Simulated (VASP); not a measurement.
Level of theory: PBE GGA, VASP's PBE PAW potentials (set 64) (plane waves; VASP). Each cell was relaxed at this level, without spin-orbit coupling.

Question: Which of these comes out without a gap?
(A) LiH, Fm-3m (225)
(B) HfN, Fm-3m (225)
(C) SrO, Fm-3m (225)
(D) ZnO, P6_3mc (186)

Answer: B, HfN, Fm-3m (225). The others have gaps of 3.28 eV (SrO, Fm-3m (225)), 2.97 eV (LiH, Fm-3m (225)), 0.72 eV (ZnO, P6_3mc (186)).
